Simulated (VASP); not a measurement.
# Mg3CdSe2O2 (P-4m2) in VASP: notebook

One crystal, Mg3CdSe2O2, is run at these levels: PBE, HSE06; tasks: single point.

Program: VASP 6.6.1. These are calculated values, not measurements. Logs are shortened: lines on timing, memory, paths and dates and some standing lists are left out, and cuts for length are marked.

### 1 The structure

The structure is tetragonal, space group P-4m2 (No. 115). The conventional cell has a = 3.889 Å, b = 3.889 Å, c = 9.810 Å, α = 90.00°, β = 90.00°, γ = 90.00°. Mg (site symmetry -4m2) is surrounded by 4 O at 2.04 Å. Mg (site symmetry 2mm) has 2 O at 2.14 Å as nearest neighbours. Cd (site symmetry -4m2) is surrounded by 4 Se at 2.63 Å. Se (site symmetry 2mm) has 2 Mg at 2.54 Å and 2 Cd at 2.63 Å as nearest neighbours. O (site symmetry 2mm) is surrounded by 4 Mg at 2.04 to 2.14 Å.

The cell was built by a generator and needn't be a form met in nature.

### 2 Single point, PBE

Contents of INCAR:

```
SYSTEM = Mg3CdSe2O2
ALGO = Fast
EDIFF = 1E-6
ENCUT = 520
GGA = PE
ISIF = 2
ISMEAR = 0
KPAR = 4
LASPH = .True.
LCHARG = .False.
LREAL = .False.
LWAVE = .False.
NBANDS = 31
NELM = 60
PREC = Accurate
SIGMA = 0.02
```

Contents of KPOINTS:

```
k-points
0
Gamma
  6 6 2
  0 0 0
```

Contents of POSCAR:

```
Mg3CdSe2O2
1.0
    3.8888500000      0.0000000000      0.0000000000
    0.0000000000      3.8888500000      0.0000000000
    0.0000000000      0.0000000000      9.8099500000
Mg Cd Se O
3 1 2 2
Direct
    0.0000000000      0.0000000000      0.5000000000
    0.5000000000      0.5000000000      0.3480200000
    0.5000000000      0.5000000000      0.6519800000
    0.0000000000      0.0000000000      0.0000000000
    0.5000000000      0.0000000000      0.1806570000
    0.0000000000      0.5000000000      0.8193430000
    0.5000000000      0.0000000000      0.5618630000
    0.0000000000      0.5000000000      0.4381370000
```

Potentials or basis: VASP PAW PBE potentials, release 64 (Mg, Cd, Se, O).

Run with:

```sh
cat potpaw_PBE.64/Mg/POTCAR potpaw_PBE.64/Cd/POTCAR potpaw_PBE.64/Se/POTCAR potpaw_PBE.64/O/POTCAR > POTCAR
mpirun -np 4 vasp_std > vasp.out
```

OUTCAR:

```text
SYSTEM = Mg3CdSe2O2
   EDIFF = 1E-6
   ENCUT = 520
   GGA = PE
   ISIF = 2
   ISMEAR = 0
   LASPH = .True.
   LREAL = .False.
   NELM = 60
   PREC = Accurate

 ion  position               nearest neighbor table
   1  0.000  0.000  0.500-   7 2.04   8 2.04   8 2.04   7 2.04   2 3.13   3 3.13   2 3.13   2 3.13
                             3 3.13   3 3.13   2 3.13   3 3.13
   2  0.500  0.500  0.348-   8 2.14   8 2.14   5 2.54   5 2.54   3 2.98   1 3.13   1 3.13   1 3.13
                             1 3.13
   3  0.500  0.500  0.652-   7 2.14   7 2.14   6 2.54   6 2.54   2 2.98   1 3.13   1 3.13   1 3.13
                             1 3.13
   4  0.000  0.000  0.000-   5 2.63   6 2.63   6 2.63   5 2.63
   5  0.500  0.000  0.181-   2 2.54   2 2.54   4 2.63   4 2.63
   6  0.000  0.500  0.819-   3 2.54   3 2.54   4 2.63   4 2.63
   7  0.500  0.000  0.562-   1 2.04   1 2.04   3 2.14   3 2.14
   8  0.000  0.500  0.438-   1 2.04   1 2.04   2 2.14   2 2.14

  LATTYP: Found a simple tetragonal cell.
 ALAT       =     3.8888500000
 C/A-ratio  =     2.5225837973

  Lattice vectors:

 A1 = (   3.8888500000,   0.0000000000,   0.0000000000)
 A2 = (   0.0000000000,   3.8888500000,   0.0000000000)
 A3 = (   0.0000000000,   0.0000000000,   9.8099500000)

Analysis of symmetry for initial positions (statically):
=====================================================================
 Subroutine PRICEL returns:
 Original cell was already a primitive cell.

 Routine SETGRP: Setting up the symmetry group for a
 simple tetragonal supercell.

 Subroutine GETGRP returns: Found  8 space group operations
 (whereof  8 operations were pure point group operations)
 out of a pool of 16 trial point group operations.

The static configuration has the point symmetry D_2d.

Analysis of symmetry for dynamics (positions and initial velocities):
=====================================================================
 Subroutine PRICEL returns:
 Original cell was already a primitive cell.

 Routine SETGRP: Setting up the symmetry group for a
 simple tetragonal supercell.

 Subroutine GETGRP returns: Found  8 space group operations
 (whereof  8 operations were pure point group operations)
 out of a pool of 16 trial point group operations.

The dynamic configuration has the point symmetry D_2d.

 Subroutine INISYM returns: Found  8 space group operations
 (whereof  8 operations are pure point group operations),
 and found     1 'primitive' translations

----------------------------------------------------------------------------------------

                                     Primitive cell

  volume of cell :     148.3574

  direct lattice vectors                    reciprocal lattice vectors
     3.888850000  0.000000000  0.000000000     0.257145429  0.000000000  0.000000000
     0.000000000  3.888850000  0.000000000     0.000000000  0.257145429  0.000000000
     0.000000000  0.000000000  9.809950000     0.000000000  0.000000000  0.101937319

  length of vectors
     3.888850000  3.888850000  9.809950000     0.257145429  0.257145429  0.101937319

  position of ions in fractional coordinates (direct lattice)
     0.000000000  0.000000000  0.500000000
     0.500000000  0.500000000  0.348020000
     0.500000000  0.500000000  0.651980000
     0.000000000  0.000000000  0.000000000
     0.500000000  0.000000000  0.180657000
     0.000000000  0.500000000  0.819343000
     0.500000000  0.000000000  0.561863000
     0.000000000  0.500000000  0.438137000

  ion indices of the primitive-cell ions
   primitive index   ion index
                 1           1
                 2           2
                 3           3
                 4           4
                 5           5
                 6           6
                 7           7
                 8           8

----------------------------------------------------------------------------------------

 KPOINTS: k-points

Automatic generation of k-mesh.
 Grid dimensions read from file:
 generate k-points for:    6    6    2

 Generating k-lattice:

  Cartesian coordinates                     Fractional coordinates (reciprocal lattice)
     0.042857571  0.000000000  0.000000000     0.166666667  0.000000000  0.000000000
     0.000000000  0.042857571  0.000000000     0.000000000  0.166666667  0.000000000
     0.000000000  0.000000000  0.050968659     0.000000000  0.000000000  0.500000000

  Length of vectors
     0.042857571  0.042857571  0.050968659

  Shift w.r.t. Gamma in fractional coordinates (k-lattice)
     0.000000000  0.000000000  0.000000000

 Subroutine IBZKPT returns following result:
 ===========================================

 Found     20 irreducible k-points:

 Following reciprocal coordinates:
            Coordinates               Weight
  0.000000  0.000000  0.000000      1.000000
  0.166667  0.000000  0.000000      4.000000
  0.333333  0.000000  0.000000      4.000000
  0.500000  0.000000  0.000000      2.000000
  0.166667  0.166667  0.000000      4.000000
  0.333333  0.166667  0.000000      8.000000
[... 12 lines left out ...]
  0.500000  0.333333  0.500000      4.000000
  0.500000  0.500000  0.500000      1.000000
   k-points           NKPTS =     20   k-points in BZ     NKDIM =     20   number of bands    NBANDS=     31
   number of dos      NEDOS =    301   number of ions     NIONS =      8
   total plane-waves  NPLWV =  72000
   dimension x,y,z NGX =    30 NGY =   30 NGZ =   80
   dimension x,y,z NGXF=    60 NGYF=   60 NGZF=  160
   ions per type =               3   1   2   2
   NGX,Y,Z   is equivalent  to a cutoff of  12.82, 12.82, 13.56 a.u.
   NGXF,Y,Z  is equivalent  to a cutoff of  25.65, 25.65, 27.11 a.u.
 SYSTEM =  Mg3CdSe2O2
   PREC   = accura    normal or accurate (medium, high low for compatibility)
   ISTART =      0    job   : 0-new  1-cont  2-samecut
   ICHARG =      2    charge: 1-file 2-atom 10-const
   ISPIN  =      1    spin polarized calculation?
   LNONCOLLINEAR =      F non collinear calculations
   LSORBIT =      F    spin-orbit coupling
   LASPH  =      T    aspherical Exc in radial PAW
   ENCUT  =  520.0 eV  38.22 Ry    6.18 a.u.   7.23  7.23 18.24*2*pi/ulx,y,z
   NELM   =     60;   NELMIN=  2; NELMDL= -5     # of ELM steps
   EDIFF  = 0.1E-05   stopping-criterion for ELM
   LREAL  =      F    real-space projection
   EDIFFG = 0.1E-04   stopping-criterion for IOM
   NSW    =      0    number of steps for IOM
   IBRION =     -1    ionic relax: 0-MD 1-quasi-New 2-CG
   NFREE  =      0    steps in history (QN), initial steepest desc. (CG)
   ISIF   =      2    stress and relaxation
   ISYM   =      2    0-nonsym 1-usesym 2-fastsym
   POTIM  = 0.5000    time-step for ionic-motion
   TEBEG  =    0.0;   TEEND  =   0.0 temperature during run
   PSTRESS=    0.0 pullay stress
   NELECT =      42.0000    total number of electrons
   NUPDOWN=      -1.0000    fix difference up-down
   EMIN   =  10.00;   EMAX   =-10.00  energy-range for DOS
   EFERMI =   0.00;   METHOD = LEGACY
   ISMEAR =     0;   SIGMA  =   0.02  broadening in eV -4-tet -1-fermi 0-gaus
   EFERMI_NEDOS =   21; number of points for ismear=-14 and -15
   IALGO  =     68    algorithm
   IMIX   =      4    mixing-type and parameters
     AMIX     =   0.40;   BMIX     =  1.00
     AMIX_MAG =   1.60;   BMIX_MAG =  1.00
  volume/ion in A,a.u.               =      18.54       125.15
  Fermi-wavevector in a.u.,A,eV,Ry     =   1.074950  2.031361 15.721766  1.155517
  Thomas-Fermi vector in A             =   2.210793
   LORBIT       =      0    0 simple, 1 ext, 2 COOP (PROOUT), +10 PAW based schemes
   GGA     = PE    functional components
   LHFCALC =     F    Hartree Fock is set to
   AEXX    =    0.0000 exact exchange contribution
   IVDW    =     0    specifies the selected vdW correction
   LEPSILON=     F    determine dielectric tensor
   LRPA    =     F    only Hartree local field effects (RPA)
 non-spin polarized calculation
 RMM-DIIS sequential band-by-band and
 Gauss-broadening in eV      SIGMA  =   0.02
  energy-cutoff  :      520.00
  volume of cell :      148.36
 maximum number of plane-waves:      4034
 NGX is ok and might be reduce to    30
   NGX = 15   NGY = 15   NGZ = 37

 number of electron      42.0000010 magnetization

 Free energy of the ion-electron system (eV)
  ---------------------------------------------------
  ext. energy  EPLUGINS =         0.00000000
  ---------------------------------------------------
  free energy    TOTEN  =       -35.26723442 eV

  energy without entropy =      -35.26723442  energy(sigma->0) =      -35.26723442

 E-fermi :   2.2370     XC(G=0):  -9.2344

 val. band max:        2.0694431448   @ k =   0.3333   0.0000   0.5000
 cond. band min:       3.1602945191   @ k =   0.0000   0.0000   0.0000
 fundamental gap:      1.0908513743
 Fermi energy:         2.2370188654

 k-point     1 :       0.0000    0.0000    0.0000
  band No.  band energies     occupation
      1     -15.6595      2.00000
      2     -14.8626      2.00000
      3     -10.2558      2.00000
      4     -10.0323      2.00000
      5      -5.7482      2.00000
      6      -5.7061      2.00000
[... 23 lines left out ...]
     30       9.3017      0.00000
     31       9.6656      0.00000

 k-point     2 :       0.1667    0.0000    0.0000
  band No.  band energies     occupation
      1     -15.5916      2.00000
      2     -14.8979      2.00000
      3     -10.1742      2.00000
      4      -9.9815      2.00000
      5      -5.7533      2.00000
      6      -5.7006      2.00000
[... 23 lines left out ...]
     30       9.4094      0.00000
     31       9.9194      0.00000

 k-point     3 :       0.3333    0.0000    0.0000
  band No.  band energies     occupation
      1     -15.4144      2.00000
      2     -15.0095      2.00000
      3      -9.9953      2.00000
      4      -9.8820      2.00000
      5      -5.7444      2.00000
      6      -5.6893      2.00000
[... 23 lines left out ...]
     30      10.0897      0.00000
     31      10.3247      0.00000

 k-point     4 :       0.5000    0.0000    0.0000
  band No.  band energies     occupation
      1     -15.2015      2.00000
      2     -15.1895      2.00000
      3      -9.8862      2.00000
      4      -9.8443      2.00000
      5      -5.7285      2.00000
      6      -5.6834      2.00000
[... 23 lines left out ...]
     30       9.8087      0.00000
     31      10.2067      0.00000

 k-point     5 :       0.1667    0.1667    0.0000
  band No.  band energies     occupation
      1     -15.5293      2.00000
      2     -14.9252      2.00000
      3     -10.0952      2.00000
      4      -9.9291      2.00000
      5      -5.7198      2.00000
      6      -5.7177      2.00000
[... 23 lines left out ...]
     30       9.4840      0.00000
     31      10.1559      0.00000
[... 406 lines left out ...]
     30       9.3960      0.00000
     31       9.8629      0.00000

 k-point    18 :       0.3333    0.3333    0.5000
  band No.  band energies     occupation
      1     -15.2551      2.00000
      2     -15.0489      2.00000
      3      -9.7716      2.00000
      4      -9.7086      2.00000
      5      -5.6556      2.00000
      6      -5.6168      2.00000
[... 23 lines left out ...]
     30       9.6667      0.00000
     31      10.0105      0.00000

 k-point    19 :       0.5000    0.3333    0.5000
  band No.  band energies     occupation
      1     -15.1332      2.00000
      2     -15.1302      2.00000
      3      -9.6764      2.00000
      4      -9.6632      2.00000
      5      -5.6512      2.00000
      6      -5.6129      2.00000
[... 23 lines left out ...]
     30       9.5279      0.00000
     31      10.0676      0.00000

 k-point    20 :       0.5000    0.5000    0.5000
  band No.  band energies     occupation
      1     -15.1101      2.00000
      2     -15.1101      2.00000
      3      -9.6007      2.00000
      4      -9.6007      2.00000
      5      -5.6826      2.00000
      6      -5.5583      2.00000
[... 23 lines left out ...]
     30       9.6973      0.00000
     31      10.5071      0.00000

------------------------ aborting loop because EDIFF is reached ----------------------------------------

  FORCE on cell =-STRESS in cart. coord.  units (eV):
  Direction    XX          YY          ZZ          XY          YZ          ZX
  --------------------------------------------------------------------------------------
  -------------------------------------------------------------------------------------
  Total       -0.0146062     -0.0146062      0.0396110      0.0000000      0.0000000     -0.0000000
  in kB       -0.1577383     -0.1577383      0.4277770      0.0000000      0.0000000     -0.0000000
  external PRESSURE =       0.0374335 kB  Pullay stress =       0.0000000 kB

 VOLUME and BASIS-vectors are now :
 -----------------------------------------------------------------------------
  energy-cutoff  :      520.00
  volume of cell :      148.36
      direct lattice vectors                 reciprocal lattice vectors
     3.888850000  0.000000000  0.000000000     0.257145429  0.000000000  0.000000000
     0.000000000  3.888850000  0.000000000     0.000000000  0.257145429  0.000000000
     0.000000000  0.000000000  9.809950000     0.000000000  0.000000000  0.101937319

 POSITION                                       TOTAL-FORCE (eV/Angst)
 -----------------------------------------------------------------------------------
      0.00000      0.00000      4.90498        -0.000000      0.000000      0.000000
      1.94443      1.94443      3.41406        -0.000000     -0.000000     -0.001398
      1.94443      1.94443      6.39589        -0.000000     -0.000000      0.001398
      0.00000      0.00000      0.00000        -0.000000      0.000000      0.000000
      1.94443      0.00000      1.77224        -0.000000      0.000000     -0.000915
      0.00000      1.94443      8.03771         0.000000      0.000000      0.000915
      1.94443      0.00000      5.51185        -0.000000      0.000000     -0.001191
      0.00000      1.94443      4.29810         0.000000     -0.000000      0.001191
 -----------------------------------------------------------------------------------
    total drift:                                0.000000     -0.000000      0.000000

  FREE ENERGIE OF THE ION-ELECTRON SYSTEM (eV)
  ---------------------------------------------------
  free  energy   TOTEN  =       -35.2672344248 eV

  energy  without entropy=      -35.2672344248  energy(sigma->0) =      -35.26723442
```

Run time: 49 s. Hardware: 4 MPI ranks of Intel Xeon Platinum 8488C (Sapphire Rapids), shared host; peak memory 0.31 GiB.

Results:

| Item | Value |
| --- | --- |
| Free energy | -35.2672 eV |
| Pressure | 0.0 GPa |
| Band gap on the k mesh | 1.09 eV, indirect (least direct gap 1.17 eV) |

A k mesh can miss the band edges. As with any semilocal functional, this PBE gap is likely too small.

[end of part 1 of 2]
